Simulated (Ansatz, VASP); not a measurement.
# Cross-check of InP between VASP and Ansatz, part 2 of 2

One calculation is typed for both programs; each brings its own data sets. How far apart do they land? The cell is taken from a series of runs on this material, whose earlier steps may have relaxed, scaled, displaced or heated it; both programs get it as it stands.

VASP 6.6.1 and Ansatz 0.2.0.

So far. Step 2 (VASP: single point, HSE06): The run ends at a pressure of -0.71 GPa.

### Step 3. Ansatz: single point, HSE06

Level of this step: Ansatz beside VASP: Kohn-Sham DFT, plane waves, HSE06 (Ansatz).

Ansatz runs on its PAW soft_1 files.

The same cell, functional, mesh and smearing now go to Ansatz.

input.yaml reads:

```yaml
crystal:
  lattice:
    - [0.0, 2.9587916571, 2.9587916571]
    - [2.9587916571, 0.0, 2.9587916571]
    - [2.9587916571, 2.9587916571, 0.0]
  atoms:
    - { symbol: In, position: [0.0, 0.0, 0.0] }
    - { symbol: P, position: [0.75, 0.75, 0.75] }
kpoints:
  mp_grid: { grid: [6, 6, 6] }
scf:
  occupations: { method: fermi_dirac, width: 0.02 }
hamiltonian:
  xc: hse06
  pseudopotentials: { kind: paw, azcp: { folder: soft_1 } }
basis:
  ecutwfc: 600
output:
  forces: true
  stress: true
  write_density: true
  write_potential: true
  elf: true
  volumetric_format: npy
```

Command:

```bash
ansatz run input.yaml --threads 8 --pin off --max-ram 18432MiB --backend cpu --events-out ev --progress --plain --runs-dir out
```

Numbers of over 12 decimals in the logs are rounded to 6 here.

The program printed:

```text
Warning: output.stress: scf.convergence.dr2_threshold = 1e-7 eV (the SCF's general default) is looser than the 2e-10 eV advised for a printed stress (1e-10 eV for each atom of the cell: 2). What an SCF threshold leaves in a stress goes as its square root, and in the free energy as the threshold itself, and one threshold admits the most on a small cell: [figures from the program's tests cut] Set scf.convergence.dr2_threshold to 2e-10 eV or tighter. The threshold is an SCF's pass mark: one that does not reach it within its budget of iterations ends unconverged, or closes short of it on a stop that the run arms, and scf.convergence.dr2_threshold's page says what that costs each kind of run
Warning: output.stress: scf.exx.energy_threshold = 1e-6 eV is looser than the 2e-8 eV advised for a stress under a hybrid functional (1e-8 eV for each atom of the cell: 2). Every SCF of the exchange loop can meet its threshold on dr2 while the loop round them stops early: no threshold on dr2 bounds what that leaves in the stress. Set scf.exx.energy_threshold to 2e-8 eV or tighter. The threshold is the loop's pass mark: a loop that does not reach it within its budget of cycles ends unconverged, and scf.exx.energy_threshold's page has the law
Engine: ansatz 0.2.0, aarch64-unknown-linux-gnu
Pseudopotentials: kind: paw
Pseudopotential: In, paw, valence charge 13, recommended cutoff 420 eV (normal), soft_1/In.paw.azcp
Pseudopotential: P, paw, valence charge 5, recommended cutoff 420 eV (normal), soft_1/P.paw.azcp
Functional definition: HSE06
  parameter a = 0.25
  parameter omega = 0.11/bohr
  exchange = pbe_x - a*pbe_x_sr(omega) + a*exact_x_sr(omega)
  correlation = pbe_c
Crystal: 2 atoms, lattice volume = 51.805 Å³
Basis set: ecut = 600 eV, 1759 PW (Γ), exchange–correlation on 72×72×72 points (8 copies of the dense FFT grid, shifted against one another)
Bands: 13, of which v1, the nominal top of the filled ones, is band 9 counted from 1 (8 counted from 0)
Symmetry: 24 space group operations
Space group: F-43m (ITA 216), of the structure as read, at distance tolerance 3.7e-5 Å
k-points: 16 of 216 (time reversal used)
Non-local potential: In, projectors of the file, l = 0: 2, l = 1: 2, l = 2: 2, l = 3: 1
Non-local potential: P, projectors of the file, l = 0: 2, l = 1: 2, l = 2: 1
PAW form: soft (Blöchl's): semilocal exchange-correlation on the pseudo side does not see the compensation charge
PAW frozen core: In, regenerated for the run's functional, and the local potential with it (the file was generated under x = pbe(κ = 0.804, μ = 0.219515), c = pbe(β = 0.066725))
PAW frozen core: P, regenerated for the run's functional, and the local potential with it (the file was generated under x = pbe(κ = 0.804, μ = 0.219515), c = pbe(β = 0.066725))
PAW one-centre angular grid: In, 590 points (default); XC on 64 Gauss nodes
PAW one-centre angular grid: P, 110 points (default); XC on 64 Gauss nodes
Initial density: superposition of atomic densities (chi_scale 0.1, normalization cell, long waves kept (reshape's long-wave potential 0.00 eV rms))
Initial wavefunctions: pseudopotential atomic-orbital guess
Functional: x = pbe(κ = 0.804, μ = 0.219515), c = pbe(β = 0.066725), warm-up for x = pbe(κ = 0.804, μ = 0.219515) + 0.25 (exact − pbe) at short range (hse, ω = 0.207870 Å⁻¹), c = pbe(β = 0.066725); HSE06 as pw.x's `hse` composes it (authors' and Libxc's form: `xc: wpbeh`)
SCF iter   1: F=—  HF=-6354.239699 eV  |F-HF|=—  |Δ(HF+E_count)|=         —  Δρ=3.37e-2  dr2=8.40e-1  ethr=1.00e-1  ⟨swp⟩=5.2  Hψ=645  notcnv=0
preconditioner: auto → none  [insulator: Δε(μ)=0.839 eV  Ē_g=14.440 eV  σ=0.020 eV  W_gap=1.00  n_scr=14 (ndim 8)  ℏωp=21.9 eV  f_vac=0.000  D(μ)=0.00/eV (n_scr^D=0)]
SCF iter   2: F=—  HF=-6354.066171 eV  |F-HF|=—  |Δ(HF+E_count)|=   1.74e-1  Δρ=1.59e-2  dr2=8.83e-2  ethr=4.67e-3  ⟨swp⟩=3.9  Hψ=558  notcnv=0  defer=1
SCF iter   3: F=—  HF=-6354.059357 eV  |F-HF|=—  |Δ(HF+E_count)|=   6.81e-3  Δρ=5.96e-3  dr2=1.32e-2  ethr=4.91e-4  ⟨swp⟩=3.3  Hψ=478  notcnv=0  defer=2
iter 4 solved again at ethr=2.11e-6 eV; its pass at ethr=7.36e-5 eV (dr2=3.80e-4 eV) is discarded
SCF iter   4: F=—  HF=-6354.060686 eV  |F-HF|=—  |Δ(HF+E_count)|=   1.33e-3  Δρ=1.11e-3  dr2=3.54e-4  ethr=2.11e-6  ⟨swp⟩=4.6  Hψ=1106  notcnv=0  defer=1
SCF iter   5: F=-6354.060626 eV  HF=-6354.060623 eV  |F-HF|=3.16e-6  |Δ(HF+E_count)|=   6.31e-5  Δρ=3.23e-4  dr2=2.84e-5  ethr=1.96e-6  ⟨swp⟩=3.1  Hψ=441  notcnv=0  defer=1
SCF 1 stopped early in 5 iterations: F = -6354.060626 eV  dr2 = 2.84e-5
  greatest PAW one-centre occupation: 0.981 electrons in one spin orbital (limit 2), on the In atom at site 0 (counted from 0), in its partial waves of l = 2
Initial density: handed on by an earlier stage of this run
Initial wavefunctions: those handed on with the density
Functional: x = pbe(κ = 0.804, μ = 0.219515) + 0.25 (exact − pbe) at short range (hse, ω = 0.207870 Å⁻¹), c = pbe(β = 0.066725); HSE06 as pw.x's `hse` composes it (authors' and Libxc's form: `xc: wpbeh`)
Exchange kernel: α = 0.2500, screened, ω = 0.2079 Å⁻¹, Wigner–Seitz truncation, v(0) = 1046.7820 eV·Å³, q-mesh 6×6×6, nearest image of the exchange supercell L = 25.11 Å, pair-density grid 18×18×18, without the augmentation charges, whose exchange is taken in its separable form by FFT convolution over the k-point mesh (sized by the pseudopotential files, 30×30×30 at the most), smooth part of the exact exchange by density-matrix convolution
Frozen-core exchange: fock
SCF iter   1: F=—  HF=-6358.570700 eV  |F-HF|=—  |Δ(HF+E_count)|=         —  Δρ=4.86e-3  dr2=7.64e-3  ethr=1.58e-6  ⟨swp⟩=8.6  Hψ=1162  notcnv=0
preconditioner: auto → none  [insulator: Δε(μ)=1.254 eV  Ē_g=16.679 eV  σ=0.020 eV  W_gap=1.00  n_scr=14 (ndim 8)  ℏωp=21.9 eV  f_vac=0.017  D(μ)=0.00/eV (n_scr^D=0)]
SCF iter   2: F=—  HF=-6358.568517 eV  |F-HF|=—  |Δ(HF+E_count)|=   2.18e-3  Δρ=1.23e-3  dr2=1.37e-3  ethr=1.58e-6  ⟨swp⟩=4.0  Hψ=736  notcnv=0
SCF iter   3: F=—  HF=-6358.573976 eV  |F-HF|=—  |Δ(HF+E_count)|=   5.46e-3  Δρ=6.64e-4  dr2=1.84e-4  ethr=1.58e-6  ⟨swp⟩=4.2  Hψ=746  notcnv=0
SCF iter   4: F=—  HF=-6358.573933 eV  |F-HF|=—  |Δ(HF+E_count)|=   4.35e-5  Δρ=5.61e-5  dr2=1.10e-5  ethr=8.65e-7  ⟨swp⟩=2.1  Hψ=356  notcnv=0
SCF iter   5: F=-6358.574018 eV  HF=-6358.574019 eV  |F-HF|=7.31e-7  |Δ(HF+E_count)|=   8.62e-5  Δρ=7.51e-5  dr2=1.81e-6  ethr=3.48e-9  ⟨swp⟩=5.1  Hψ=847  notcnv=0  defer=1
SCF 2 stopped early in 5 iterations: F = -6358.574018 eV  dr2 = 1.81e-6
  greatest PAW one-centre occupation: 0.983 electrons in one spin orbital (limit 2), on the In atom at site 0 (counted from 0), in its partial waves of l = 2
hybrid outer 1: dexx = +6.163e-3 eV, tail = 1.08e-5 eV
Exchange kernel: α = 0.2500, screened, ω = 0.2079 Å⁻¹, Wigner–Seitz truncation, v(0) = 1046.7820 eV·Å³, q-mesh 6×6×6, nearest image of the exchange supercell L = 25.11 Å, pair-density grid 18×18×18, without the augmentation charges, whose exchange is taken in its separable form by FFT convolution over the k-point mesh (sized by the pseudopotential files, 30×30×30 at the most), smooth part of the exact exchange by density-matrix convolution
Frozen-core exchange: fock
SCF iter   1: F=—  HF=-6358.573840 eV  |F-HF|=—  |Δ(HF+E_count)|=         —  Δρ=4.07e-5  dr2=5.96e-7  ethr=3.00e-7  ⟨swp⟩=3.9  Hψ=455  notcnv=0
preconditioner: auto → none  [insulator: Δε(μ)=1.322 eV  Ē_g=16.649 eV  σ=0.020 eV  W_gap=1.00  n_scr=14 (ndim 8)  ℏωp=21.9 eV  f_vac=0.020  D(μ)=0.00/eV (n_scr^D=0)]
SCF iter   2: F=—  HF=-6358.573840 eV  |F-HF|=—  |Δ(HF+E_count)|=   2.89e-8  Δρ=5.89e-6  dr2=3.07e-8  ethr=2.78e-9  ⟨swp⟩=4.0  Hψ=600  notcnv=0
SCF iter   3: F=—  HF=-6358.573840 eV  |F-HF|=—  |Δ(HF+E_count)|=   2.02e-7  Δρ=6.53e-6  dr2=1.53e-8  ethr=4.44e-11  ⟨swp⟩=4.8  Hψ=745  notcnv=0  defer=1
SCF iter   4: F=-6358.573840 eV  HF=-6358.573840 eV  |F-HF|=1.54e-10  |Δ(HF+E_count)|=   7.42e-9  Δρ=1.44e-6  dr2=1.18e-9  ethr=4.44e-11  ⟨swp⟩=3.0  Hψ=482  notcnv=0
SCF 3 converged in 4 iterations: F = -6358.573840 eV  dr2 = 1.18e-9
  Residual-converged pass: ⟨swp⟩=3.1  Hψ=415  notcnv=0  max |occ|·‖R‖ = 2.4e-6 eV (tolerance 2.4e-6 eV)  dr2=1.17e-9  dr2_onsite=1.28e-10  max |Δocc| = 9.0e-23
hybrid outer 2: dexx = +1.985e-7 eV, tail = 3.75e-9 eV, Δε = 1.34e-3 eV (about 3.82e-5 eV left of the loop's levels)
hybrid SCF converged: 2 outer / 9 inner (+5 warm-up), last move |dexx| = 1.99e-7 eV, tail = 3.75e-9 eV
Stability not checked: this state was not tested for a lower state beside it, because the functional holds exact exchange (a hybrid, or Hartree-Fock), whose exchange loop this test does not read (fock_operator; see scf.lower_state_search)
Free energy (F): -6358.573840 eV
Frozen-core exchange: fock
Harris-Foulkes:  -6358.573840 eV  (|F-HF|=1.54e-10)
Internal energy: -6358.573840 eV  (E = F + TS)
E sigma→0 (E₀):  -6358.573840 eV
Fermi energy:    6.928521 eV
--- Per-component energies (eV) ---
  E_band       = -85.120086
  E_kinetic    = 287.054736
  E_local      = -1347.995477  (includes V_loc(G=0)·N_el)
  E_nonlocal   = 357.781054
  E_hartree    = 541.919852
  E_xc         = -172.563564
  E_vxc        = -120.375870  (∫ρ·V_xc dr)
  E_exx        = -40.409386  (= α·E_x^exact, valence–valence)
  E_paw        = -4775.760561  (= ΣΔE_a)
  E_vpaw       = -264.604523  (= ΣTr[D̂ρ^β])
  E_aug_tail   = -0.000068  (compensation charges beyond the density's cutoff)
  E_ewald      = -1209.036001
  E_core_change = 0.435575  (= ΣΔE_core)
  E_smearing   = -0.000000  (= −TS)
  E_closure    = 0.000000  (closes the sum)
  Σ components = -6358.573840   (vs F -6358.573840, Δ=0.00e0)
--- Forces (eV/Å), atoms counted from 1 ---
  atom   1  In    -0.00000000     0.00000000     0.00000000
  atom   2  P      0.00000000    -0.00000000    -0.00000000
  max |Σ_I F_I| component: 7.40e-17 eV/Å
--- Stress (GPa, compression-positive) ---
       -0.532059       0.000000       0.000000
        0.000000      -0.532059       0.000000
       -0.000000       0.000000      -0.532059
  P = ⅓ Tr σ = -0.5321 GPa (-5.321 kbar)
--- Band table (eV; the first three rows and the last of 16) ---
  k-point 0: bands = [... 5 lower, -6.2756, 6.2566, 6.2566, 6.2566, 7.5785, 11.1655]
  k-point 1: bands = [... 5 lower, -5.9507, 4.0053, 5.9442, 5.9442, 8.7144, 11.5368]
  k-point 2: bands = [... 5 lower, -5.1144, 1.4149, 5.4476, 5.4476, 8.5967, 11.9686]
  k-point 15: bands = [... 5 lower, -3.7705, 0.2766, 3.3108, 3.3687, 10.2391, 10.6822]
  guard bands above this table: 2 of the run's 13 bands. The solve was not asked for them (output.publish_guard_bands: true or output.eigenvalues: true publishes all)
```

In the SCF lines HF is the Harris–Foulkes energy and dr2 the Hartree energy of the density residual, in eV; the loop may stop once dr2 is under the threshold and the program's other checks hold. Hψ counts applications of the Hamiltonian.

The run ends at a pressure of -0.53 GPa.

### Step 4. Differences

Known differences besides the potentials themselves: exact exchange at q = 0 is treated differently, which shows on coarse meshes; VASP keeps PBE cores, Ansatz makes them for the functional; the cutoff is 600 eV in Ansatz and 400 eV in VASP; VASP takes a coarser grid for exact exchange (PRECFOCK = Fast). Total energies have different zeros and are not compared.

Compared:

```
              quantity  Ansatz   VASP  difference
        pressure (GPa)   -0.53  -0.71       +0.18
gap on the k mesh (eV)   1.322  1.322       0.000
```

A gap on the mesh is an upper bound, since the band edges may lie between its points.

### Step 5. Results

* difference in gap on the k mesh (single point, HSE06): -1.6e-4 eV

In words: The difference in gap on the k mesh is -1.6e-4 eV (single point, HSE06), within the 0.08 eV picked in this series as the mark of a large difference. How closely two codes agree says nothing of how well the functional describes the real material.

[Lines on the potential files, build, host, timing and source positions are cut from VASP's logs without a mark.]

[Logs are printed without paths, hosts, clocks, repeated set-up lines and the standing remarks that a program may print on its own settings, such as how far it seeks lower states.]

[Hosts, paths, dates, database ids (printed as entryN), source tags and the programs' standing remarks are cut or masked in the printed files.]
